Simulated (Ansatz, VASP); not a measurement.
# One calculation of PbC, two programs

The input INCAR:

```
SYSTEM = PbC
PREC = Accurate ; ENCUT = 520
EDIFF = 1E-6 ; ISMEAR = 0
SIGMA = 0.05 ; LREAL = .False.
LASPH = .True. ; NELM = 80
ALGO = Normal ; ISIF = 2
LWAVE = .False. ; LCHARG = .True.
GGA = PE ; LELF = .True.
LVHAR = .True. ; NBANDS = 16
```

Contents of KPOINTS:

```
regular mesh
0
Gamma
  6 6 6
  0 0 0
```

Contents of POSCAR:

```
PbC
1.0
    3.2670875519      0.0000000000      0.0000000000
    0.0000000000      3.2670875519      0.0000000000
    0.0000000000      0.0000000000      3.2670875519
C Pb
1 1
Direct
    0.0000000000      0.0000000000      0.0000000000
    0.5000000000      0.5000000000      0.5000000000
```

Input for Ansatz:

```yaml
crystal:
  lattice:
    - [3.2670875519, 0.0, 0.0]
    - [0.0, 3.2670875519, 0.0]
    - [0.0, 0.0, 3.2670875519]
  atoms:
    - { symbol: C, position: [0.0, 0.0, 0.0] }
    - { symbol: Pb, position: [0.5, 0.5, 0.5] }
basis:
  ecutwfc: 420
kpoints:
  mp_grid: { grid: [6, 6, 6] }
hamiltonian:
  xc: pbe
scf:
  occupations: { method: gaussian, width: 0.05 }
output:
  forces: true
  stress: true
  eigenvalues: true
```

The cell comes from a database or a generator and needn't be the stable form of this composition.

Alike in both runs: task single point; functional PBE; k mesh 6 × 6 × 6; occupations gaussian, width 0.05 eV; no spin polarisation.

|  | VASP | Ansatz |
| --- | --- | --- |
| version | VASP 6.6.1 | Ansatz 0.2.0 |
| potentials or method | VASP PAW PBE potentials, release 64 (C, Pb_d) | scalar-relativistic, plane waves, PAW |
| plane-wave cutoff (eV) | 520 | 420 |
| valence electrons in the cell | 18 | 18 |

|  | VASP | Ansatz | Ansatz less VASP |
| --- | --- | --- | --- |
| gap on the k mesh at the Fermi level (eV) | none | none | - |
| pressure (GPa) | 0.2 | 0.2 | 0.00 |

A gap of «none» marks a metal or a gap that the smearing closes.

Spin-orbit coupling is left out, which matters for the levels of Pb.
